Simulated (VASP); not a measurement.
The input files of a VASP run:

**INCAR**
```
ISMEAR  =  1
ALGO  =  Normal   ! blocked Davidson
EDIFFG  =  -0.02
ZAB_VDW  =  -1.8867
SIGMA  =  0.1
GGA  =  MK
IBRION  =  2
LREAL  =  .FALSE.
LWAVE  =  .FALSE.
LCHARG  =  .FALSE.
SYSTEM  =  PtTe2
LUSE_VDW  =  .TRUE.
AGGAC  =  0.0
PARAM1  =  0.1234568
NSW  =  60
PARAM2  =  0.7114
PREC  =  Accurate
NELM  =  100
ISIF  =  3
EDIFF  =  1E-6   ! SCF stop (eV)
LMAXMIX  =  6
ENCUT  =  520   ! plane-wave cut-off (eV)
LASPH  =  .TRUE.   ! aspherical one-centre terms
```

### KPOINTS
```
Automatic
0
Gamma
8 8 6
```

### POSCAR
```
PtTe2
1
    2.0183315439    -3.4958524016    -0.0000000000
    2.0183315439     3.4958524016     0.0000000000
    0.0000000000     0.0000000000     5.1716246941
Te Pt
2 1
Direct
  0.3333330000   0.6666670000   0.2614619922
  0.6666670000   0.3333330000   0.7385380078
  0.0000000000   1.0000000000   0.0000000000
```

POTCAR, in this order: Te Pt (PBE.64 set). Program: vasp_std.

Task: Write an equivalent input for Quantum ESPRESSO's pw.x.

Result: One equivalent input (not run):
```
&CONTROL
  calculation = 'vc-relax'
  pseudo_dir = './pseudo'
  outdir = './out'
  tprnfor = .true.
  tstress = .true.
  nstep = 60
  forc_conv_thr = 0.00078
/
&SYSTEM
  ibrav = 0
  nat = 3
  ntyp = 2
  ecutwfc = 84
  occupations = 'smearing'
  smearing = 'methfessel-paxton'
  degauss = 0.00735
  input_dft = 'vdw-df2-b86r'
/
&ELECTRONS
  conv_thr = 7.3e-08
  electron_maxstep = 100
/
&IONS
/
&CELL
/
ATOMIC_SPECIES
  Te 127.600 Te.upf
  Pt 195.084 Pt.upf
CELL_PARAMETERS angstrom
     2.0183315   -3.4958524   -0.0000000
     2.0183315    3.4958524    0.0000000
     0.0000000    0.0000000    5.1716247
ATOMIC_POSITIONS crystal
  Te   0.3333330  0.6666670  0.2614620
  Te   0.6666670  0.3333330  0.7385380
  Pt   0.0000000  1.0000000  0.0000000
K_POINTS automatic
  8 8 6 0 0 0
```
What does not carry over: the potentials are each code's own (VASP's PAW set, PseudoDojo norm-conserving files in pw.x), so ENCUT and ecutwfc are chosen apart and not converted; conv_thr bounds pw.x's estimated SCF error, while EDIFF bounds the energy change between steps; forc_conv_thr acts on force components and is met together with etot_conv_thr.

The compound is PtTe2 in the 1T layered structure. This run relaxes it. Symmetry was kept, so distortions that lower it aren't found. The start is the result of an earlier pass.
